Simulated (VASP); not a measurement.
Given:

```xyz
8
Lattice="5.9313 0.0000 0.0000 0.0000 5.9313 0.0000 0.0000 0.0000 5.9313" Properties=species:S:1:pos:R:3 pbc="T T T"
Na     0.0000     0.0000     0.0000
Na     2.9657     2.9657     0.0000
Na     2.9657     0.0000     2.9657
Na     0.0000     2.9657     2.9657
Cl     2.9657     2.9657     2.9657
Br     0.0000     0.0000     2.9657
Br     0.0000     2.9657     0.0000
Br     2.9657     0.0000     0.0000
```

All values below come from PBE GGA, VASP's PBE PAW potentials (set 64) (plane waves; VASP). Settings: 400 eV cut-off, Gaussian smearing of 0.050 eV, potentials Na_pv Cl Br.

Task: Give the energies of bands 17 to 30 at the high-symmetry points, in eV from the valence-band maximum.

Result: 
```tsv
band	Γ	X	M	R
17	-1.71	-1.25	-1.54	-2.04
18	-1.71	-1.25	-1.54	-1.95
19	-1.71	-1.23	-1.48	-1.95
20	-0.69	-1.23	-1.48	-1.95
21	-0.69	-1.12	-0.90	-0.39
22	-0.69	-1.12	-0.82	-0.39
23	-0.60	-0.83	-0.81	-0.39
24	-0.60	-0.77	-0.81	-0.20
25	-0.60	-0.41	-0.35	-0.20
26	0.00	-0.41	-0.35	-0.20
27	0.00	-0.28	-0.21	-0.20
28	0.00	-0.28	-0.20	-0.20
29	4.30	6.17	7.29	6.26
30	6.26	6.35	7.29	6.43
```

The gap is direct, 4.30 eV, from the valence maximum at Γ to the conduction minimum at Γ.

The structure was generated: Na4Br3Cl was put into an ordered model structure (Pm-3m), which need not be its known phase. It was relaxed first.
